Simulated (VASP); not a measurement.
Level of theory: r2SCAN meta-GGA, VASP's PBE PAW potentials (set 64) (plane waves; VASP 6.6.1).

The input files of a VASP run:

POSCAR:
```
Nb
1
   -1.6508986092     1.6508986092     1.7169345535
    1.6508986092    -1.6508986092     1.7169345535
    1.6508986092     1.6508986092    -1.7169345535
Nb
1
Direct
  0.0000000000   0.0000000000   0.0000000000
```

**INCAR**
```
! general
SYSTEM =Nb
PREC   =Accurate
ENCUT  =480
LREAL  =.FALSE.
LASPH  =.TRUE.

! electronic loop
EDIFF  =1E-7
NELM   =100
ALGO   =Normal
LMAXMIX=4
LMIXTAU=.TRUE.

! smearing
ISMEAR =1
SIGMA  =0.1

! functional
METAGGA=R2SCAN

! ions
ISIF   =2

! output
LWAVE  =.FALSE.
LCHARG =.FALSE.
```

KPOINTS:
```
K-points
0
Gamma
 14 14 14
0 0 0
```

POTCAR, in this order: Nb_sv (PBE.64 set). Program: vasp_std.

What does the run give for the energy per atom (σ→0), pressure, band gap (on the k-mesh)?

- energy per atom (σ→0): -24.821 eV/atom
- band gap (on the k-mesh): none (metal, semimetal or under 0.01 eV)
- pressure: -6.10 GPa

### OSZICAR
```
...
DAV:  13    -0.248207259472E+02   -0.10076E-03   -0.17664E-04  7618   0.153E-01    0.545E-02
DAV:  14    -0.248207497261E+02   -0.23779E-04   -0.39749E-05  5962   0.761E-02    0.395E-02
DAV:  15    -0.248207754260E+02   -0.25700E-04   -0.87809E-05  6324   0.126E-01    0.271E-02
DAV:  16    -0.248207615547E+02    0.13871E-04   -0.54136E-05  7604   0.859E-02    0.840E-03
DAV:  17    -0.248207633057E+02   -0.17510E-05   -0.18026E-06  5142   0.192E-02    0.444E-03
DAV:  18    -0.248207626366E+02    0.66913E-06   -0.32544E-07  5512   0.682E-03    0.248E-03
DAV:  19    -0.248207625411E+02    0.95471E-07   -0.21296E-07  4312   0.566E-03
   1 F= -.24820763E+02 E0= -.24820690E+02  d E =-.216305E-03
```

The compound is Nb in the bcc structure. This cell was strained or had an atom moved on purpose.
